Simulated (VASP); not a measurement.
Wanted: the native input for a VASP 6.6.1 run.

```yaml
Task: relaxation of cell and atoms
Functional: LDA
Potentials_or_basis: VASP PAW LDA potentials, release 64 (Be, B)
Cutoff: 600 eV
k_mesh: 11 × 11 × 11
Occupations: gaussian, width 0.05 eV
Spin: no spin polarisation
Further_INCAR_settings: ALGO = Fast; EDIFF = 1e-06; IBRION = 2; EDIFFG = -0.02; NSW = 60; ISIF = 3
```

The structure of BeB lies in POSCAR:

```
BeB
1.0
    2.3967500000      0.0000000000      0.0000000000
    0.0000000000      2.3967500000      0.0000000000
    0.0000000000      0.0000000000      2.3967500000
Be B
1 1
Direct
    0.0000000000      0.0000000000      0.0000000000
    0.5000000000      0.5000000000      0.5000000000
```

The cell was built by a generator and needn't be a form met in nature.

One way to write it, as run:

INCAR

```
SYSTEM = BeB
  PREC = Accurate
  ENCUT = 600
  EDIFF = 1E-6
  ISMEAR = 0
  SIGMA = 0.05
  LREAL = .False.
  LASPH = .True.
  NELM = 60
  ALGO = Fast
  ISIF = 3
  LWAVE = .False.
  LCHARG = .False.
  GGA = CA
  IBRION = 2
  NSW = 60
  EDIFFG = -0.02
```

KPOINTS

```
regular mesh
0
Gamma
  11 11 11
  0 0 0
```

Potentials or basis: VASP PAW LDA potentials, release 64 (Be, B).

Launch:

```sh
$ cat potpaw_LDA.64/Be/POTCAR potpaw_LDA.64/B/POTCAR > POTCAR
$ mpirun -np 1 vasp_std > vasp.out
```

Results of the run:

```json
{
  "Relaxed volume": "6.60 Å³/atom",
  "Relaxed cell": "a = 2.363 Å, b = 2.363 Å, c = 2.363 Å, α = 90.00°, β = 90.00°, γ = 90.00°",
  "Space group after relaxing (to 0.05 Å)": "Pm-3m (No. 221)",
  "Energy gained by relaxing": "6.1 meV/atom",
  "Ionic steps": "2",
  "Pressure after relaxing": "0.1 GPa",
  "Band gap on the k mesh": "none (metal or under the smearing width)"
}
```

Run time: 3.9 s on 1 thread of AMD EPYC 9R14 (Zen 4), on a shared host, peak memory 0.09 GiB.
